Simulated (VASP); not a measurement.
Input:

```
CELL_PARAMETERS angstrom
      1.79443    -3.10805     0.00000
      1.79443     3.10805     0.00000
      0.00000     0.00000     6.02820
ATOMIC_POSITIONS crystal
  Cd 0.00000 0.00000 0.00000
  I  0.33333 0.66667 0.29366
  I  0.66667 0.33333 0.70634
```

These are LDA (Ceperley-Alder, Perdew-Zunger), VASP's LDA PAW potentials (set 64) (plane waves; VASP) values and carry that method's errors. Settings: 500 eV cut-off, 7×7×4 Γ-centred mesh, Gaussian smearing of 0.050 eV, potentials Cd I.

Task: Estimate the energy per atom (σ→0), pressure.

Result: 
```json
{
  "energy per atom (σ→0)": "-1.715 eV/atom",
  "pressure": "29.99 GPa"
}
```

Total energies compare only between runs with the same potentials, cut-off and functional.

The compound is CdI2 in the 1T layered structure. It was relaxed first under an external pressure of 30 GPa.
